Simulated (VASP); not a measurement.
# MgH12Cl2O6 in VASP: a series of runs, part 2 of 2

VASP 6.6.1. Earlier steps stand in the parts before.

## Step 3: Single point, PBE+D3(BJ)

The input, INCAR:

```
  PREC = Accurate
  ENCUT = 520
  EDIFF = 1E-6
  ISMEAR = -1
  SIGMA = 0.02
  LREAL = Auto
  LASPH = True
  NELM = 100
  ALGO = Normal
  ISIF = 2
  LWAVE = False
  LCHARG = True
  GGA = PE
  IVDW = 12
  LELF = True
  LVHAR = True
  NBANDS = 48
```

The input, KPOINTS:

```
Automatic mesh
0
Gamma
  1 1 1
```

The input, POSCAR:

```
MgH12Cl2O6
1.0
    6.4680880000      0.0000000000      0.0000000000
    0.0000000000      6.4680880000      0.0000000000
    0.0000000000      0.0000000000      6.4680880000
O H Mg Cl
6 12 1 2
Direct
    0.7823332026      1.0333347351      0.4565182168
    0.5045076690      0.4396353296      0.5983375613
    0.1869176795      0.1260341541      0.0779828598
    0.0446963616      0.3767419367      0.4487724966
    0.2404419977      0.6022490727      0.9766564710
    0.7252993466     -0.1332232957      0.8151095038
    0.8392897561      1.1716136206      0.4560853223
    0.9111966318      0.9560166776      0.4148675776
    0.3710679261      0.3684087168      0.5748221113
    0.5763990842      0.4354300684      0.4691649217
    0.2581288319      0.2390196299      0.0079467070
    0.2874728977      0.0999831790      0.1922360982
    0.0249068968      0.4028083724      0.3017738782
    0.0505713590      0.5151908879      0.4983080008
    0.1649792025      0.6949348865      0.8748798718
    0.2587472527      0.6874365346      1.1032008223
    0.8143673988     -0.0753545716      0.9208749170
    0.7345292767     -0.0512052403      0.6816079188
    0.5483073205      0.6168283425      0.8495091594
    0.1906436647      0.8195775939      0.5710342840
    0.6772635128      0.3987267953      0.1141140937
```

Potentials or basis: VASP PAW PBE potentials, release 64 (O, H, Mg, Cl).

Started as:

```sh
$ cat potpaw_PBE.64/O/POTCAR potpaw_PBE.64/H/POTCAR potpaw_PBE.64/Mg/POTCAR potpaw_PBE.64/Cl/POTCAR > POTCAR
$ mpirun -np 1 vasp_gam > vasp.out
```

OUTCAR:

```text
PREC = Accurate
   ENCUT = 520
   EDIFF = 1E-6
   ISMEAR = -1
   LREAL = Auto
   LASPH = True
   NELM = 100
   ISIF = 2
   GGA = PE
   IVDW = 12
 IVDW          = 12

 ion  position               nearest neighbor table
   1  0.782  0.033  0.457-   7 0.97   8 1.01
   2  0.505  0.440  0.598-  10 0.96   9 0.99  19 2.01
   3  0.187  0.126  0.078-  11 0.98  12 1.00
   4  0.045  0.377  0.449-  14 0.95  13 0.97
   5  0.240  0.602  0.977-  16 0.99  15 1.02  19 2.16
   6  0.725  0.867  0.815-  17 0.97  18 1.02  19 1.99
   7  0.839  0.172  0.456-   1 0.97
   8  0.911  0.956  0.415-   1 1.01
   9  0.371  0.368  0.575-   2 0.99
  10  0.576  0.435  0.469-   2 0.96
  11  0.258  0.239  0.008-   3 0.98
  12  0.287  0.100  0.192-   3 1.00
  13  0.025  0.403  0.302-   4 0.97
  14  0.051  0.515  0.498-   4 0.95
  15  0.165  0.695  0.875-   5 1.02
  16  0.259  0.687  0.103-   5 0.99
  17  0.814  0.925  0.921-   6 0.97
  18  0.735  0.949  0.682-   6 1.02
  19  0.548  0.617  0.850-   6 1.99   2 2.01   5 2.16  21 2.37
  20  0.191  0.820  0.571-
  21  0.677  0.399  0.114-  19 2.37
[... 202 lines left out ...]
 fundamental gap:      3.6536624223
 Fermi energy:        -1.7267223060

 k-point     1 :       0.0000    0.0000    0.0000
  band No.  band energies     occupation
      1     -22.6622      2.00000
      2     -22.3923      2.00000
      3     -22.1079      2.00000
      4     -21.6245      2.00000
      5     -21.0948      2.00000
      6     -21.0853      2.00000
[... 36 lines left out ...]
     43       6.9397      0.00000
     44       6.9986      0.00000
 [bands above 44 left out]

------------------------ aborting loop because EDIFF is reached ----------------------------------------

 Edisp (eV)   -1.05818

 E8    (eV) :    -0.2776

  FORCE on cell =-STRESS in cart. coord.  units (eV):
  Direction    XX          YY          ZZ          XY          YZ          ZX
  --------------------------------------------------------------------------------------
  -------------------------------------------------------------------------------------
  Total      -3.26743     1.16639    -1.67385    -1.03907     0.64088    -1.42821
  in kB     -19.34593     6.90597    -9.91059    -6.15217     3.79452    -8.45620
  external pressure =       -7.45 kB  Pullay stress =        0.00 kB

 VOLUME and BASIS-vectors are now :
 -----------------------------------------------------------------------------
  energy-cutoff  :      520.00
  volume of cell :      270.60
      direct lattice vectors                 reciprocal lattice vectors
     6.468088000  0.000000000  0.000000000     0.154605194  0.000000000  0.000000000
     0.000000000  6.468088000  0.000000000     0.000000000  0.154605194  0.000000000
     0.000000000  0.000000000  6.468088000     0.000000000  0.000000000  0.154605194

 POSITION                                       TOTAL-FORCE (eV/Angst)
 -----------------------------------------------------------------------------------
      5.06020      0.21561      2.95280         0.493473     -1.217107     -0.457821
      3.26320      2.84360      3.87010        -0.949530     -0.390375      1.119453
      1.20900      0.81520      0.50440         1.012862     -0.249843      0.908597
      0.28910      2.43680      2.90270        -0.070481     -1.142799     -0.514269
      1.55520      3.89540      6.31710         0.545175      1.106134      0.064816
      4.69130      5.60639      5.27220        -0.754224     -0.728241      0.478811
[... 13 lines left out ...]
      1.23310      5.30110      3.69350         0.204467      0.012740      0.027351
      4.38060      2.57900      0.73810        -0.057324      0.379847     -0.198722
 -----------------------------------------------------------------------------------
    total drift:                               -0.003855     -0.003662      0.003977

  FREE ENERGIE OF THE ION-ELECTRON SYSTEM (eV)
  ---------------------------------------------------
  free  energy   TOTEN  =       -98.6605931989 eV

  energy  without entropy=      -98.6605931989  energy(sigma->0) =      -98.66059320
```

OSZICAR:

```text
N       E                     dE             d eps       ncg     rms          rms(c)
DAV:   1     0.550896421134E+03    0.55090E+03   -0.32899E+04    96   0.119E+03
DAV:   2    -0.461571469062E+02   -0.59705E+03   -0.56950E+03   128   0.293E+02
DAV:   3    -0.106398953451E+03   -0.60242E+02   -0.59846E+02   120   0.100E+02
DAV:   4    -0.107406961956E+03   -0.10080E+01   -0.10056E+01   112   0.144E+01
DAV:   5    -0.107422482858E+03   -0.15521E-01   -0.15510E-01   128   0.176E+00    0.188E+01
DAV:   6    -0.978630204636E+02    0.95595E+01   -0.31005E+01   120   0.237E+01    0.755E+00
DAV:   7    -0.976678480287E+02    0.19517E+00   -0.12291E+00   120   0.446E+00    0.484E+00
DAV:   8    -0.975991148336E+02    0.68733E-01   -0.39497E-01   120   0.316E+00    0.759E-01
DAV:   9    -0.975966488195E+02    0.24660E-02   -0.44044E-02   128   0.108E+00    0.339E-01
DAV:  10    -0.976012161200E+02   -0.45673E-02   -0.11667E-02   112   0.446E-01    0.216E-01
DAV:  11    -0.976016468045E+02   -0.43068E-03   -0.49528E-04   120   0.122E-01    0.131E-01
DAV:  12    -0.976023994404E+02   -0.75264E-03   -0.10235E-03   112   0.171E-01    0.255E-02
DAV:  13    -0.976024061695E+02   -0.67291E-05   -0.73758E-05   120   0.432E-02    0.142E-02
DAV:  14    -0.976024115521E+02   -0.53827E-05   -0.20613E-05   112   0.237E-02    0.611E-03
DAV:  15    -0.976024122950E+02   -0.74284E-06   -0.20612E-06   120   0.825E-03
   1 F= -.98660593E+02 E0= -.98660593E+02  d E =-.372284E-10
```

stdout:

```text
POSCAR found type information on POSCAR O H MgCl
 POSCAR found :  4 types and      21 ions
 scaLAPACK will be used
 LDA part: xc-table for (Slater+PW92), standard interpolation
 POSCAR, INCAR and KPOINTS ok, starting setup
 FFT: planning ... GRIDC
 FFT: planning ... GRID_SOFT
 FFT: planning ... GRID
 WAVECAR not read
 entering main loop
```

Wall time 20 s (1 thread of Intel Xeon Platinum 8488C (Sapphire Rapids), shared host); peak memory 0.31 GiB.

What came out:

| Item | Value |
| --- | --- |
| Free energy | -98.6606 eV |
| Pressure | -0.7 GPa |
| Largest force | 1.907 eV/Å |
| Band gap on the k mesh | 3.65 eV, direct |
| Dispersion energy per atom | -0.050 eV |

Forces in eV/Å, atoms in the order of the input:
```
O    0.493 -1.217 -0.458
O   -0.950 -0.390  1.119
O    1.013 -0.250  0.909
O   -0.070 -1.143 -0.514
O    0.545  1.106  0.065
O   -0.754 -0.728  0.479
H    0.248  0.969  0.178
H   -0.823  0.215  0.617
H    0.342  0.363 -0.075
H    0.528  0.034 -1.161
H   -0.245 -0.030 -0.161
H   -0.839  0.017 -0.553
H   -0.020 -0.471 -0.415
H    0.195  1.657  0.925
H    0.328 -0.331  0.120
H   -0.381 -0.487 -0.404
H    0.109  0.251 -0.141
H    0.428  0.222 -0.360
Mg  -0.294 -0.179  0.001
Cl   0.204  0.013  0.027
Cl  -0.057  0.380 -0.199
```

## Step 4: Single point, PBE+D3(BJ)

The input, INCAR:

```
SYSTEM = MgH12Cl2O6
  ALGO = Normal
  EDIFF = 1E-6
  ENCUT = 520
  GGA = PE
  ISIF = 2
  ISMEAR = -1
  IVDW = 12
  LASPH = .True.
  LCHARG = .True.
  LELF = .True.
  LREAL = Auto
  LVHAR = .True.
  LWAVE = .False.
  NBANDS = 48
  NELM = 100
  PREC = Accurate
  SIGMA = 0.02
```

The input, KPOINTS:

```
k-points
0
Gamma
  1 1 1
  0 0 0
```

The input, POSCAR:

```
MgH12Cl2O6
1.0
    6.4680880000      0.0000000000      0.0000000000
    0.0000000000      6.4680880000      0.0000000000
    0.0000000000      0.0000000000      6.4680880000
O H Mg Cl
6 12 1 2
Direct
    0.7878526081      1.0354373657      0.5044922085
    0.4842543886      0.4250405993      0.5822122395
    0.1787390648      0.1230038923      0.0876456845
    0.0870427242      0.3778550941      0.4341159242
    0.2636946189      0.6233836027      0.9547489150
    0.7359825655     -0.1438292120      0.8713548733
    0.8032822064      1.1817402608      0.4671395936
    0.9251265598      0.9799186406      0.4883050447
    0.3299584050      0.4222731664      0.5531928446
    0.5371293650      0.4078021202      0.4413205263
    0.1823722868      0.1454371060     -0.0627078667
    0.3258149858      0.1150262643      0.1262969830
    0.1122742919      0.3226301188      0.2965946042
    0.0538180680      0.5216997666      0.4334975034
    0.1852015619      0.7137812596      0.8522611319
    0.2357110788      0.6591901656      1.0954860231
    0.7668417622     -0.0324052487      0.9697456188
    0.7506236774     -0.0618111566      0.7383016434
    0.5478280444      0.5920605904      0.8571621165
    0.2071864205      0.8202887778      0.5654684970
    0.6865707455      0.4165836952      0.1236996157
```

Potentials or basis: VASP PAW PBE potentials, release 64 (O, H, Mg, Cl).

Started as:

```sh
$ cat potpaw_PBE.64/O/POTCAR potpaw_PBE.64/H/POTCAR potpaw_PBE.64/Mg/POTCAR potpaw_PBE.64/Cl/POTCAR > POTCAR
$ mpirun -np 1 vasp_gam > vasp.out
```

OUTCAR:

```text
SYSTEM = MgH12Cl2O6
   EDIFF = 1E-6
   ENCUT = 520
   GGA = PE
   ISIF = 2
   ISMEAR = -1
   IVDW = 12
   LASPH = .True.
   LREAL = Auto
   NELM = 100
   PREC = Accurate
 IVDW          = 12

 ion  position               nearest neighbor table
   1  0.788  0.035  0.504-   8 0.96   7 0.98
   2  0.484  0.425  0.582-  10 0.98   9 1.02  19 2.12
   3  0.179  0.123  0.088-  11 0.98  12 0.98
   4  0.087  0.378  0.434-  14 0.95  13 0.97
   5  0.264  0.623  0.955-  16 0.96  15 1.02  19 1.95
   6  0.736  0.856  0.871-  17 0.98  18 1.02  19 2.10
   7  0.803  0.182  0.467-   1 0.98
   8  0.925  0.980  0.488-   1 0.96
   9  0.330  0.422  0.553-   2 1.02
  10  0.537  0.408  0.441-   2 0.98
  11  0.182  0.145  0.937-   3 0.98
  12  0.326  0.115  0.126-   3 0.98
  13  0.112  0.323  0.297-   4 0.97
  14  0.054  0.522  0.433-   4 0.95
  15  0.185  0.714  0.852-   5 1.02
  16  0.236  0.659  0.095-   5 0.96
  17  0.767  0.968  0.970-   6 0.98
  18  0.751  0.938  0.738-   6 1.02
  19  0.548  0.592  0.857-   5 1.95   6 2.10   2 2.12  21 2.25
  20  0.207  0.820  0.565-
  21  0.687  0.417  0.124-  19 2.25

  LATTYP: Found a simple cubic cell.
 ALAT       =     6.4680880000

  Lattice vectors:

 A1 = (   6.4680880000,   0.0000000000,   0.0000000000)
 A2 = (   0.0000000000,   6.4680880000,   0.0000000000)
 A3 = (   0.0000000000,   0.0000000000,   6.4680880000)

Analysis of symmetry for initial positions (statically):
=====================================================================
 Subroutine PRICEL returns:
 Original cell was already a primitive cell.

 Routine SETGRP: Setting up the symmetry group for a
 simple cubic supercell.

 Subroutine GETGRP returns: Found  1 space group operations
 (whereof  1 operations were pure point group operations)
 out of a pool of 48 trial point group operations.

The static configuration has the point symmetry C_1 .

[... 147 lines left out ...]
  volume/ion in A,a.u.               =      12.89        86.96
  Fermi-wavevector in a.u.,A,eV,Ry     =   1.012416  1.913188 13.945777  1.024986
  Thomas-Fermi vector in A             =   2.145524
   LORBIT       =      0    0 simple, 1 ext, 2 COOP (PROOUT), +10 PAW based schemes
   GGA     = PE    functional components
   LHFCALC =     F    Hartree Fock is set to
   AEXX    =    0.0000 exact exchange contribution
   IVDW    =    12    specifies the selected vdW correction
   LEPSILON=     F    determine dielectric tensor
   LRPA    =     F    only Hartree local field effects (RPA)
 non-spin polarized calculation
  energy-cutoff  :      520.00
  volume of cell :      270.60
 maximum number of plane-waves:      3577
   NGX = 25   NGY = 25   NGZ = 25

 number of electron      64.0000015 magnetization

 Free energy of the ion-electron system (eV)
  ---------------------------------------------------
  ext. energy  EPLUGINS =         0.00000000
  ---------------------------------------------------
  free energy    TOTEN  =       -97.75014639 eV

  energy without entropy =      -97.75014639  energy(sigma->0) =      -97.75014639

 E-fermi :  -1.7839     XC(G=0):  -6.9182

 val. band max:       -2.2895071221   @ k =   0.0000   0.0000   0.0000
 cond. band min:       1.5425585720   @ k =   0.0000   0.0000   0.0000
 fundamental gap:      3.8320656941
 Fermi energy:        -1.7838589862

 k-point     1 :       0.0000    0.0000    0.0000
  band No.  band energies     occupation
      1     -22.3409      2.00000
      2     -22.0815      2.00000
      3     -21.8976      2.00000
      4     -21.7053      2.00000
      5     -21.3913      2.00000
      6     -21.1879      2.00000
[... 36 lines left out ...]
     43       7.0196      0.00000
     44       7.2585      0.00000
 [bands above 44 left out]

------------------------ aborting loop because EDIFF is reached ----------------------------------------

 Edisp (eV)   -1.05500

 E8    (eV) :    -0.2761

  FORCE on cell =-STRESS in cart. coord.  units (eV):
  Direction    XX          YY          ZZ          XY          YZ          ZX
  --------------------------------------------------------------------------------------
  -------------------------------------------------------------------------------------
  Total       0.53476     0.03569    -1.56612    -3.17441    -1.93871    -1.51835
  in kB       3.16623     0.21133    -9.27275   -18.79513   -11.47880    -8.98988
  external pressure =       -1.97 kB  Pullay stress =        0.00 kB

 VOLUME and BASIS-vectors are now :
 -----------------------------------------------------------------------------
  energy-cutoff  :      520.00
  volume of cell :      270.60
      direct lattice vectors                 reciprocal lattice vectors
     6.468088000  0.000000000  0.000000000     0.154605194  0.000000000  0.000000000
     0.000000000  6.468088000  0.000000000     0.000000000  0.154605194  0.000000000
     0.000000000  0.000000000  6.468088000     0.000000000  0.000000000  0.154605194

 POSITION                                       TOTAL-FORCE (eV/Angst)
 -----------------------------------------------------------------------------------
      5.09590      0.22921      3.26310        -1.020822      0.561427      0.097120
      3.13220      2.74920      3.76580        -0.672861      0.115278      0.580237
      1.15610      0.79560      0.56690         0.533860      0.019819     -0.218443
      0.56300      2.44400      2.80790         0.287500     -1.081680      0.923315
      1.70560      4.03210      6.17540        -0.099551     -0.121214     -0.743206
      4.76040      5.53779      5.63600        -0.217465      0.564000     -0.440894
[... 13 lines left out ...]
      1.34010      5.30570      3.65750        -0.107294      0.371428     -0.008770
      4.44080      2.69450      0.80010         0.197797     -0.557533      0.367914
 -----------------------------------------------------------------------------------
    total drift:                               -0.003501     -0.004200      0.001517

  FREE ENERGIE OF THE ION-ELECTRON SYSTEM (eV)
  ---------------------------------------------------
  free  energy   TOTEN  =       -98.8051473331 eV

  energy  without entropy=      -98.8051473331  energy(sigma->0) =      -98.80514733
```

OSZICAR:

```text
N       E                     dE             d eps       ncg     rms          rms(c)
DAV:   1     0.564825670848E+03    0.56483E+03   -0.32831E+04    96   0.119E+03
DAV:   2    -0.416624571362E+02   -0.60649E+03   -0.57674E+03   128   0.293E+02
DAV:   3    -0.106465466830E+03   -0.64803E+02   -0.64427E+02   120   0.104E+02
DAV:   4    -0.107551910909E+03   -0.10864E+01   -0.10842E+01   120   0.148E+01
DAV:   5    -0.107568677728E+03   -0.16767E-01   -0.16761E-01   120   0.180E+00    0.189E+01
DAV:   6    -0.979916554972E+02    0.95770E+01   -0.31496E+01   112   0.239E+01    0.750E+00
DAV:   7    -0.978090940719E+02    0.18256E+00   -0.12591E+00   112   0.461E+00    0.483E+00
DAV:   8    -0.977480421781E+02    0.61052E-01   -0.40237E-01   128   0.318E+00    0.774E-01
DAV:   9    -0.977448315071E+02    0.32107E-02   -0.42581E-02   120   0.109E+00    0.356E-01
DAV:  10    -0.977492618201E+02   -0.44303E-02   -0.13424E-02   112   0.489E-01    0.215E-01
DAV:  11    -0.977495197081E+02   -0.25789E-03   -0.69672E-04   120   0.136E-01    0.133E-01
DAV:  12    -0.977501504593E+02   -0.63075E-03   -0.12039E-03   112   0.185E-01    0.382E-02
DAV:  13    -0.977501430267E+02    0.74326E-05   -0.11221E-04   120   0.619E-02    0.216E-02
DAV:  14    -0.977501454311E+02   -0.24044E-05   -0.46781E-05   120   0.351E-02    0.824E-03
DAV:  15    -0.977501463868E+02   -0.95568E-06   -0.31559E-06   112   0.113E-02
   1 F= -.98805147E+02 E0= -.98805147E+02  d E =-.110144E-10
```

It took 20 s on 1 thread of Intel Xeon Platinum 8488C (Sapphire Rapids), shared host; peak memory 0.31 GiB.

What came out:

```
Free energy                : -98.8051 eV
Pressure                   : -0.2 GPa
Largest force              : 1.451 eV/Å
Band gap on the k mesh     : 3.83 eV, direct
Dispersion energy per atom : -0.050 eV
```

Forces on the atoms (eV/Å):
```
O   -1.021  0.561  0.097
O   -0.673  0.115  0.580
O    0.534  0.020 -0.218
O    0.287 -1.082  0.923
O   -0.100 -0.121 -0.743
O   -0.217  0.564 -0.441
H    0.101 -0.314  0.187
H    1.138 -0.420 -0.104
H    0.398 -0.130  0.127
H    0.471  0.251 -0.006
H   -0.052 -0.002  0.369
H   -0.403 -0.026 -0.099
H   -0.164 -0.026 -0.642
H   -0.157  1.116 -0.353
H    0.208 -0.194  0.222
H   -0.347  0.331  0.682
H   -0.189 -0.629  0.372
H   -0.129 -0.234 -0.382
Mg   0.223  0.406 -0.932
Cl  -0.107  0.371 -0.009
Cl   0.198 -0.558  0.368
```

A hybrid or GW would open this gap; PBE tends to underestimate it.
